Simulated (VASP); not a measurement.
VASP ran on this input.

File POSCAR:
```
AlAs
1.0
  0.0000000000   2.8204597845   2.8204597845
  2.8204597845   0.0000000000   2.8204597845
  2.8204597845   2.8204597845   0.0000000000
Al As
1 1
Cart
  0.0000000000   0.0000000000   0.0000000000
  1.4102298923   1.4102298923   1.4102298923
```

**INCAR**
```
SYSTEM = AlAs
PREC = Accurate
ENCUT = 520
EDIFF = 1E-7
NELM = 100
ALGO = Normal
LREAL = .FALSE.
LASPH = .TRUE.
ISMEAR = 0
SIGMA = 0.05
GGA = PE
IVDW = 11
LMAXMIX = 4
LWAVE = .FALSE.
LCHARG = .FALSE.
ISIF = 2
```

KPOINTS:
```
Automatic mesh
0
Gamma
8 8 8
0 0 0
```

POTCAR, in this order: Al As (PBE.64 set). Program: vasp_std.

**Question.** Write an equivalent input for Quantum ESPRESSO's pw.x.

**Answer.** One equivalent input (not run):
```
&CONTROL
  calculation = 'scf'
  pseudo_dir = './pseudo'
  outdir = './out'
  tprnfor = .true.
  tstress = .true.
/
&SYSTEM
  ibrav = 0
  nat = 2
  ntyp = 2
  ecutwfc = 84
  occupations = 'smearing'
  smearing = 'gaussian'
  degauss = 0.003675
  input_dft = 'pbe'
  vdw_corr = 'grimme-d3'
  dftd3_version = 3
  dftd3_threebody = .false.
/
&ELECTRONS
  conv_thr = 7.3e-09
  electron_maxstep = 100
/
ATOMIC_SPECIES
  Al 26.982 Al.upf
  As 74.922 As.upf
CELL_PARAMETERS angstrom
     0.0000000    2.8204598    2.8204598
     2.8204598    0.0000000    2.8204598
     2.8204598    2.8204598    0.0000000
ATOMIC_POSITIONS crystal
  Al   0.0000000  0.0000000  0.0000000
  As   0.2500000  0.2500000  0.2500000
K_POINTS automatic
  8 8 8 0 0 0
```
Limits of the translation: the potentials are each code's own (VASP's PAW set, PseudoDojo norm-conserving files in pw.x), so ENCUT and ecutwfc are chosen apart and not converted; conv_thr bounds pw.x's estimated SCF error, while EDIFF bounds the energy change between steps.

The compound is AlAs in the zinc blende structure. This cell is one point of a volume scan, at 0.97 of the reference volume.
